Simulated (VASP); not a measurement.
# Nb2SiO2 (I4/mmm) in VASP: relaxation of cell and atoms with PBE

Aim: the relaxation of cell and atoms of Nb2SiO2 with PBE.

Everything below comes from runs of VASP 6.6.1. Logs are shortened: lines on timing, memory, paths and dates and some standing lists are left out, and cuts for length are marked.

**1. Starting point**

Symmetry: I4/mmm, No. 139, tetragonal system. The conventional cell has a = 3.300 Å, b = 3.300 Å, c = 11.500 Å, α = 90.00°, β = 90.00°, γ = 90.00°. Around Nb (site symmetry 4mm) lie 4 O at 2.01 Å. Around Si (site symmetry 4/mmm) lie 8 Nb at 2.90 Å and 4 Si at 3.30 Å and 8 O at 3.31 Å. O (site symmetry -4m2) has 4 Nb at 2.01 Å as nearest neighbours.

The cell was built by a generator and needn't be a form met in nature.

**2. Relaxation of cell and atoms, PBE**

INCAR

```
SYSTEM = Nb2SiO2
PREC = Normal
ENCUT = 520
EDIFF = 1E-4
ISMEAR = 0
SIGMA = 0.15
LREAL = .False.
LASPH = .True.
NELM = 60
ALGO = Fast
ISIF = 3
LWAVE = .False.
LCHARG = .False.
GGA = PE
IBRION = 2
NSW = 24
EDIFFG = -0.08
```

KPOINTS

```
regular mesh
0
Gamma
  6 6 6
  0 0 0
```

POSCAR

```
Nb2SiO2
1.0
   -1.6500000000      1.6500000000      5.7500000000
    1.6500000000     -1.6500000000      5.7500000000
    1.6500000000      1.6500000000     -5.7500000000
Nb Si O
2 1 2
Direct
    0.3500000000      0.3500000000      0.0000000000
    0.6500000000      0.6500000000      0.0000000000
    0.0000000000      0.0000000000      0.0000000000
    0.7500000000      0.2500000000      0.5000000000
    0.2500000000      0.7500000000      0.5000000000
```

Potentials or basis: VASP PAW PBE potentials, release 64 (Nb_sv, Si, O).

Launch:

```
$ cat potpaw_PBE.64/Nb_sv/POTCAR potpaw_PBE.64/Si/POTCAR potpaw_PBE.64/O/POTCAR > POTCAR
$ mpirun -np 1 vasp_std > vasp.out
```

OUTCAR:

```text
SYSTEM = Nb2SiO2
   PREC = Normal
   ENCUT = 520
   EDIFF = 1E-4
   ISMEAR = 0
   LREAL = .False.
   LASPH = .True.
   NELM = 60
   ISIF = 3
   GGA = PE
   IBRION = 2
   NSW = 24
   EDIFFG = -0.08

 ion  position               nearest neighbor table
   1  0.350  0.350  0.000-   4 2.01   5 2.01   5 2.01   4 2.01   3 2.90   3 2.90   3 2.90   3 2.90

   2  0.650  0.650  0.000-   5 2.01   4 2.01   4 2.01   5 2.01   3 2.90   3 2.90   3 2.90   3 2.90

   3  0.000  0.000  0.000-   2 2.90   2 2.90   2 2.90   1 2.90   2 2.90   1 2.90   1 2.90   1 2.90

   4  0.750  0.250  0.500-   1 2.01   2 2.01   1 2.01   2 2.01
   5  0.250  0.750  0.500-   1 2.01   2 2.01   1 2.01   2 2.01

  LATTYP: Found a body centered tetragonal cell.
 ALAT       =     3.3000000000
 C/A-ratio  =     3.4848484848

  Lattice vectors:

 A1 = (  -1.6500000000,   1.6500000000,   5.7500000000)
 A2 = (   1.6500000000,  -1.6500000000,   5.7500000000)
 A3 = (   1.6500000000,   1.6500000000,  -5.7500000000)

Analysis of symmetry for initial positions (statically):
=====================================================================
 Subroutine PRICEL returns:
 Original cell was already a primitive cell.

 Routine SETGRP: Setting up the symmetry group for a
 body centered tetragonal supercell.

 Subroutine GETGRP returns: Found 16 space group operations
 (whereof 16 operations were pure point group operations)
 out of a pool of 16 trial point group operations.

The static configuration has the point symmetry D_4h.

Analysis of symmetry for dynamics (positions and initial velocities):
=====================================================================
 Subroutine PRICEL returns:
 Original cell was already a primitive cell.

 Routine SETGRP: Setting up the symmetry group for a
 body centered tetragonal supercell.

 Subroutine GETGRP returns: Found 16 space group operations
 (whereof 16 operations were pure point group operations)
 out of a pool of 16 trial point group operations.

The dynamic configuration has the point symmetry D_4h.

 Subroutine INISYM returns: Found 16 space group operations
 (whereof 16 operations are pure point group operations),
 and found     1 'primitive' translations

----------------------------------------------------------------------------------------

                                     Primitive cell

  volume of cell :      62.6175

  direct lattice vectors                    reciprocal lattice vectors
    -1.650000000  1.650000000  5.750000000     0.000000000  0.303030303  0.086956522
     1.650000000 -1.650000000  5.750000000     0.303030303  0.000000000  0.086956522
     1.650000000  1.650000000 -5.750000000     0.303030303  0.303030303  0.000000000

  length of vectors
     6.205441161  6.205441161  6.205441161     0.315259895  0.315259895  0.428549564

  position of ions in fractional coordinates (direct lattice)
     0.350000000  0.350000000  0.000000000
     0.650000000  0.650000000  0.000000000
     0.000000000  0.000000000  0.000000000
     0.750000000  0.250000000  0.500000000
     0.250000000  0.750000000  0.500000000

  ion indices of the primitive-cell ions
   primitive index   ion index
                 1           1
                 2           2
                 3           3
                 4           4
                 5           5

----------------------------------------------------------------------------------------

 KPOINTS: regular mesh

Automatic generation of k-mesh.
 Grid dimensions read from file:
 generate k-points for:    6    6    6

 Generating k-lattice:

  Cartesian coordinates                     Fractional coordinates (reciprocal lattice)
     0.000000000  0.050505051  0.014492754     0.166666667  0.000000000 -0.000000000
     0.050505051  0.000000000  0.014492754     0.000000000  0.166666667 -0.000000000
     0.050505051  0.050505051  0.000000000     0.000000000  0.000000000  0.166666667

  Length of vectors
     0.052543316  0.052543316  0.071424927

  Shift w.r.t. Gamma in fractional coordinates (k-lattice)
     0.000000000  0.000000000  0.000000000

 Subroutine IBZKPT returns following result:
 ===========================================

 Found     30 irreducible k-points:

 Following reciprocal coordinates:
            Coordinates               Weight
  0.000000  0.000000  0.000000      1.000000
  0.166667  0.000000 -0.000000      8.000000
  0.333333  0.000000 -0.000000      8.000000
  0.500000  0.000000 -0.000000      4.000000
  0.166667  0.166667 -0.000000      8.000000
  0.333333  0.166667 -0.000000     16.000000
[... 16 lines left out ...]
 -0.333333 -0.333333  0.166667      8.000000
 -0.166667 -0.333333  0.166667      8.000000
 [... further k-points ...]
   k-points           NKPTS =     30   k-points in BZ     NKDIM =     30   number of bands    NBANDS=     25
   number of dos      NEDOS =    301   number of ions     NIONS =      5
   total plane-waves  NPLWV =  46656
   dimension x,y,z NGX =    36 NGY =   36 NGZ =   36
   dimension x,y,z NGXF=    72 NGYF=   72 NGZF=   72
   ions per type =               2   1   2
   NGX,Y,Z   is equivalent  to a cutoff of   9.64,  9.64,  9.64 a.u.
   NGXF,Y,Z  is equivalent  to a cutoff of  19.29, 19.29, 19.29 a.u.
 SYSTEM =  Nb2SiO2
   PREC   = normal    normal or accurate (medium, high low for compatibility)
   ISTART =      0    job   : 0-new  1-cont  2-samecut
   ICHARG =      2    charge: 1-file 2-atom 10-const
   ISPIN  =      1    spin polarized calculation?
   LNONCOLLINEAR =      F non collinear calculations
   LSORBIT =      F    spin-orbit coupling
   LASPH  =      T    aspherical Exc in radial PAW
   ENCUT  =  520.0 eV  38.22 Ry    6.18 a.u.  11.54 11.54 11.54*2*pi/ulx,y,z
   NELM   =     60;   NELMIN=  2; NELMDL= -5     # of ELM steps
   EDIFF  = 0.1E-03   stopping-criterion for ELM
   LREAL  =      F    real-space projection
   EDIFFG = -.8E-01   stopping-criterion for IOM
   NSW    =     24    number of steps for IOM
   IBRION =      2    ionic relax: 0-MD 1-quasi-New 2-CG
   NFREE  =      1    steps in history (QN), initial steepest desc. (CG)
   ISIF   =      3    stress and relaxation
   ISYM   =      2    0-nonsym 1-usesym 2-fastsym
   POTIM  = 0.5000    time-step for ionic-motion
   TEBEG  =    0.0;   TEEND  =   0.0 temperature during run
   PSTRESS=    0.0 pullay stress
   NELECT =      42.0000    total number of electrons
   NUPDOWN=      -1.0000    fix difference up-down
   EMIN   =  10.00;   EMAX   =-10.00  energy-range for DOS
   EFERMI =   0.00;   METHOD = LEGACY
   ISMEAR =     0;   SIGMA  =   0.15  broadening in eV -4-tet -1-fermi 0-gaus
   EFERMI_NEDOS =   21; number of points for ismear=-14 and -15
   IALGO  =     68    algorithm
   IMIX   =      4    mixing-type and parameters
     AMIX     =   0.40;   BMIX     =  1.00
     AMIX_MAG =   1.60;   BMIX_MAG =  1.00
  volume/ion in A,a.u.               =      12.52        84.51
  Fermi-wavevector in a.u.,A,eV,Ry     =   1.433043  2.708059 27.941108  2.053613
  Thomas-Fermi vector in A             =   2.552605
   LORBIT       =      0    0 simple, 1 ext, 2 COOP (PROOUT), +10 PAW based schemes
   GGA     = PE    functional components
   LHFCALC =     F    Hartree Fock is set to
   AEXX    =    0.0000 exact exchange contribution
   IVDW    =     0    specifies the selected vdW correction
   LEPSILON=     F    determine dielectric tensor
   LRPA    =     F    only Hartree local field effects (RPA)
 conjugate gradient relaxation of ions
 non-spin polarized calculation
 RMM-DIIS sequential band-by-band and
 Gauss-broadening in eV      SIGMA  =   0.15
  energy-cutoff  :      520.00
  volume of cell :       62.62
 maximum number of plane-waves:      1704
   NGX = 23   NGY = 23   NGZ = 23

--------------------------------------- Ionic step        1  -------------------------------------------

 number of electron      42.0000003 magnetization

 Free energy of the ion-electron system (eV)
  ---------------------------------------------------
  ext. energy  EPLUGINS =         0.00000000
  ---------------------------------------------------
  free energy    TOTEN  =       -41.63601151 eV

  energy without entropy =      -41.58287817  energy(sigma->0) =      -41.60944484

------------------------ aborting loop because EDIFF is reached ----------------------------------------

  FORCE on cell =-STRESS in cart. coord.  units (eV):
  Direction    XX          YY          ZZ          XY          YZ          ZX
  --------------------------------------------------------------------------------------
  -------------------------------------------------------------------------------------
  Total       10.6479384     10.6479384      2.3111524      0.0000000      0.0000000      0.0000000
  in kB      272.4459706    272.4459706     59.1348411      0.0000000      0.0000000      0.0000000
  external PRESSURE =     201.3422608 kB  Pullay stress =       0.0000000 kB
[... 63 lines left out ...]
  energy  without entropy=      -41.2601371783  energy(sigma->0) =      -41.26778333

--------------------------------------- Ionic step        3  -------------------------------------------

 number of electron      41.9999994 magnetization

 E-fermi :   9.6496     XC(G=0): -11.7253

 val. band max:        9.6470794931   @ k =   0.3333   0.3333  -0.0000
 cond. band min:       9.6530626481   @ k =   0.1667   0.0000  -0.0000
 fundamental gap:      0.0059831551
 Fermi energy:         9.6495871890

 k-point     1 :       0.0000    0.0000    0.0000
  band No.  band energies     occupation
      1     -46.6099      2.00000
      2     -46.5770      2.00000
      3     -22.7908      2.00000
      4     -22.6364      2.00000
      5     -22.6364      2.00000
      6     -22.5847      2.00000
[... 816 lines left out ...]
  energy  without entropy=      -43.0550452919  energy(sigma->0) =      -43.06603035

--------------------------------------- Ionic step        7  -------------------------------------------

 number of electron      41.9999989 magnetization

 Free energy of the ion-electron system (eV)
  ---------------------------------------------------
  ext. energy  EPLUGINS =         0.00000000
  ---------------------------------------------------
  free energy    TOTEN  =       -43.09117736 eV

  energy without entropy =      -43.07188884  energy(sigma->0) =      -43.08153310

 E-fermi :  10.4305     XC(G=0): -12.1217

 val. band max:       10.3975946768   @ k =  -0.3333   0.3333   0.3333
 cond. band min:      10.4702058901   @ k =   0.0000   0.0000   0.0000
 fundamental gap:      0.0726112132
 Fermi energy:        10.4305372592

 k-point     1 :       0.0000    0.0000    0.0000
  band No.  band energies     occupation
      1     -45.5161      2.00000
      2     -45.4452      2.00000
      3     -21.8051      2.00000
      4     -21.5665      2.00000
      5     -21.5665      2.00000
      6     -21.5397      2.00000
[... 695 lines left out ...]
  FREE ENERGIE OF THE ION-ELECTRON SYSTEM (eV)
  ---------------------------------------------------
  free  energy   TOTEN  =       -43.0911773582 eV

  energy  without entropy=      -43.0718888363  energy(sigma->0) =      -43.08153310

 reached required accuracy - stopping structural energy minimisation
```

It took 8 min on 1 thread of AMD EPYC 7R43 (Zen 3), shared host; peak memory 0.21 GiB.

Results:

```
Free energy                            : -43.0912 eV
Relaxed volume                         : 12.76 Å³/atom
Relaxed cell                           : a = 5.920 Å, b = 5.920 Å, c = 5.920 Å, α = 146.25°, β = 146.25°, γ = 48.48°
Space group after relaxing (to 0.05 Å) : I4/mmm (No. 139)
Energy gained by relaxing              : 291.0 meV/atom
Ionic steps                            : 7
Pressure after relaxing                : 0.2 GPa
Largest force after relaxing           : 0.020 eV/Å
Band gap on the k mesh                 : none (metal or under the smearing width)
```

Forces in eV/Å, atoms in the order of the input:
```
Nb   0.000  0.000  0.020
Nb   0.000  0.000 -0.020
Si   0.000  0.000  0.000
O    0.000  0.000  0.000
O    0.000  0.000  0.000
```

Step by step:
```csv
step,energy change (eV),largest force (eV/Å),pressure (GPa),volume (Å³)
1,0.0000,5.2673,20.13,62.62
2,0.3606,2.7095,-29.30,77.84
3,-0.9829,1.0730,-10.76,68.91
4,-1.4391,0.7847,-1.30,64.01
5,-1.4432,0.5222,-2.20,64.38
6,-1.4410,0.6532,2.99,63.17
7,-1.4552,0.0202,0.24,63.79
```

Final structure:
```cif
data_structure
_symmetry_space_group_name_H-M 'P 1'
_symmetry_Int_Tables_number 1
_cell_length_a 5.9204
_cell_length_b 5.9204
_cell_length_c 5.9204
_cell_angle_alpha 146.248
_cell_angle_beta 146.248
_cell_angle_gamma 48.479
_cell_volume 63.79
loop_
_atom_site_label
_atom_site_type_symbol
_atom_site_fract_x
_atom_site_fract_y
_atom_site_fract_z
_atom_site_occupancy
Nb1 Nb 0.36638 0.36638 0.00000 1
Nb2 Nb 0.63362 0.63362 0.00000 1
Si1 Si 0.00000 0.00000 0.00000 1
O1 O 0.75000 0.25000 0.50000 1
O2 O 0.25000 0.75000 0.50000 1
```

Levels at points of the mesh, in eV from the Fermi level:
| k point | band 19 | band 20 | band 21 | band 22 | band 23 | band 24 |
| --- | --- | --- | --- | --- | --- | --- |
| (0.00, 0.00, 0.00) | -0.30 | 0.04 | 0.04 | 0.28 | 0.41 | 1.26 |
| (0.50, 0.00, 0.00) | -1.40 | -1.08 | -0.11 | -0.08 | 0.97 | 1.92 |
| (0.50, 0.50, 0.00) | -3.33 | -2.06 | -0.60 | 1.22 | 1.29 | 2.56 |
| (0.50, 0.50, 0.50) | -0.97 | -0.64 | -0.29 | -0.29 | 0.65 | 0.81 |

Caveat: the k mesh is coarse (spacing up to 0.45 Å⁻¹), so the values aren't converged; the relaxation stopped at a loose force limit of 0.08 eV/Å, so its end isn't a converged minimum.
